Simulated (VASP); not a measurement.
Level of theory: LDA (Ceperley-Alder, Perdew-Zunger), VASP's LDA PAW potentials (set 64) (plane waves; VASP).

Input for VASP

INCAR:
```
LCHARG = F
EDIFF = 1E-6   # SCF stop (eV)
ISIF = 3
SIGMA = 0.05
EDIFFG = -0.02   # ionic stop
LMAXMIX = 4
ENCUT = 500   # plane-wave cut-off (eV)
ISMEAR = 0   # Gaussian
LWAVE = F
NELM = 100
LASPH = T
ALGO = Normal   # blocked Davidson
SYSTEM = CdS
PSTRESS = 200   # kbar
LREAL = F
NSW = 40
IBRION = 2   # conjugate gradients
PREC = Accurate
```

File KPOINTS:
```
K-points
0
Gamma
 8 8 8
```

File POSCAR:
```
CdS
1
    0.0000000000     2.7793346636     2.7793346636
    2.7793346636     0.0000000000     2.7793346636
    2.7793346636     2.7793346636     0.0000000000
Cd S
1 1
Direct
  0.0000000000   0.0000000000   0.0000000000
  0.2500000000   0.2500000000   0.2500000000
```

POTCAR, in this order: Cd S (LDA.64 set). Program: vasp_std.

Question: What will the output report for the number of irreducible k-points (NKPTS), largest plane-wave count, number of space-group operations, FFT grid (NGX, NGY, NGZ)?

Answer: 
- number of irreducible k-points (NKPTS) = 29
- largest plane-wave count = 1106
- number of space-group operations = 24
- FFT grid (NGX, NGY, NGZ) = 30 × 30 × 30

The compound is CdS in the zinc blende structure, a metastable form; wurtzite is the usual one. This run relaxes it under an external pressure of 20 GPa. Symmetry was kept, so distortions that lower it aren't found.
